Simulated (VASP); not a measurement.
A VASP calculation is set up with these files.

**INCAR**
```
# general
SYSTEM  = TiB2
PREC    = Accurate
ENCUT   = 520   # plane-wave cut-off (eV)
LREAL   = .FALSE.
LASPH   = .TRUE.   # aspherical one-centre terms

# electronic loop
EDIFF   = 1E-6   # SCF stop (eV)
NELM    = 100   # most electronic steps
ALGO    = Normal   # blocked Davidson
LMAXMIX = 4   # l cut-off of mixed one-centre charges

# smearing
ISMEAR  = 1   # Methfessel-Paxton
SIGMA   = 0.1

# functional
GGA     = PE   # PBE
IVDW    = 12

# ions
IBRION  = 2   # conjugate gradients
NSW     = 60
ISIF    = 3
EDIFFG  = -0.02

# output
LWAVE   = .FALSE.
LCHARG  = .FALSE.
```

### POSCAR
```
TiB2
1.0
  1.5028720547  -2.6030507820   0.0000000000
  1.5028720547   2.6030507820   0.0000000000
  0.0000000000   0.0000000000   3.1766220448
Ti B
1 2
Direct
  0.0000000000   0.0000000000   0.0000000000
  0.3333330000   0.6666670000   0.5000000000
  0.6666670000   0.3333330000   0.5000000000
```

KPOINTS:
```
Automatic mesh
0
G
 11 11 9
0 0 0
```

POTCAR, in this order: Ti_sv B (PBE.64 set). Program: vasp_std.

### Question
Translate this PBE-D3(BJ) calculation to Ansatz.

### Answer
One equivalent input (not run):
Ansatz 0.2 input:
```yaml
crystal:
  lattice:
    - [1.5028721, -2.6030508, 0.0000000]
    - [1.5028721, 2.6030508, 0.0000000]
    - [0.0000000, 0.0000000, 3.1766220]
  atoms:
    - { symbol: Ti, position: [0.0000000, 0.0000000, 0.0000000] }
    - { symbol: B, position: [0.3333330, 0.6666670, 0.5000000] }
    - { symbol: B, position: [0.6666670, 0.3333330, 0.5000000] }
kpoints:
  mp_grid: { grid: [11, 11, 9] }
hamiltonian:
  xc: pbe
  dispersion: d3bj
  pseudopotentials: { kind: paw }
scf:
  occupations: { method: methfessel_paxton, width: 0.1 }
  max_iter: 100
relax:
  max_steps: 60
  f_tol: 0.02
  cell: {}
output: { forces: true, stress: true, eigenvalues: true }
```
Limits of the translation: each code has its own PAW files, so the cut-off isn't converted (ENCUT is set for VASP's; basis.ecutwfc is left out, and Ansatz then takes the one that its files recommend); Ansatz stops its SCF on the density residual and VASP on the energy change (EDIFF).

The compound is TiB2 in the AlB2 type structure. This run relaxes it. Symmetry was kept, so distortions that lower it aren't found. The start is the result of an earlier pass.
